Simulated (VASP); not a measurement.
Given:

```
CdI2
1.0
    2.21967    -3.84458     0.00000
    2.21967     3.84458     0.00000
    0.00000     0.00000     8.50145
Cd I
1 2
Cartesian
  0.00000   0.00000   0.00000
  2.21967   1.28153   1.72142
  2.21967  -1.28153   6.78003
```

Computed with RPBE GGA, VASP's PBE PAW potentials (set 64) (plane waves; VASP 6.6.1). Numerical set-up: 520 eV cut-off, 7×7×3 Γ-centred mesh, tetrahedra with Blöchl corrections, potentials Cd I.

Without a dispersion term in the relaxation, distances and binding between the weakly bound layers, chains or molecules are unreliable, and so is what depends on them.

Q: Estimate the energy per atom (σ→0).

A: 
```
Property                       Result
---------------------  --------------
energy per atom (σ→0)  -1.595 eV/atom
```

The absolute energy has meaning only against runs of the same code, potentials and settings.

The compound is CdI2 in the 1T layered structure. It was relaxed first, which changed the volume by +36 %.
